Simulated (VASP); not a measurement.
Given:

```xyz
6
Lattice="3.8330 0.0000 0.0000 -1.9165 3.3195 0.0000 0.0000 0.0000 4.8718" Properties=species:S:1:pos:R:3 pbc="T T T"
Si     1.9165     1.1065     1.2180
Si     0.0000     2.2130     3.6539
Ni     0.0000     2.2130     1.2180
Ni     1.9165     1.1065     3.6539
Ni     0.0000     0.0000     2.4359
Ni     0.0000     0.0000     0.0000
```

Level of theory: LDA (Ceperley-Alder, Perdew-Zunger) with spin-orbit coupling, VASP's LDA PAW potentials (set 64) (plane waves; VASP). Numerical set-up: 400 eV cut-off, 8×8×6 Γ-centred mesh, Gaussian smearing of 0.050 eV, potentials Si Ni.

Give the energies of bands 39 to 52 at the high-symmetry points, in eV from the Fermi level.

```csv
band,Γ,M,K,A,L,H
39,-1.34,-1.61,-1.75,-1.36,-1.79,-1.44
40,-1.34,-1.61,-1.75,-1.36,-1.79,-1.44
41,-0.70,-1.43,-1.67,-1.32,-1.35,-1.41
42,-0.70,-1.43,-1.67,-1.32,-1.35,-1.41
43,-0.66,-1.29,-1.37,-1.32,-1.35,-1.30
44,-0.66,-1.29,-1.37,-1.32,-1.35,-1.30
45,0.15,-1.07,-1.28,2.33,-0.97,-1.25
46,0.15,-1.07,-1.28,2.33,-0.97,-1.25
47,2.82,-0.74,-0.60,2.33,-0.97,-1.18
48,2.82,-0.74,-0.60,2.33,-0.97,-1.18
49,2.83,-0.60,0.49,3.42,1.01,-0.24
50,2.83,-0.60,0.49,3.42,1.01,-0.24
51,2.87,1.30,0.58,3.42,1.01,-0.21
52,2.87,1.30,0.58,3.42,1.01,-0.21
```

It has no gap at this level: it comes out as a metal or semimetal.

The structure comes from a computed database's SiNi2 entry (P6_3/mmc); how it stands against other phases isn't given here. It was relaxed first.
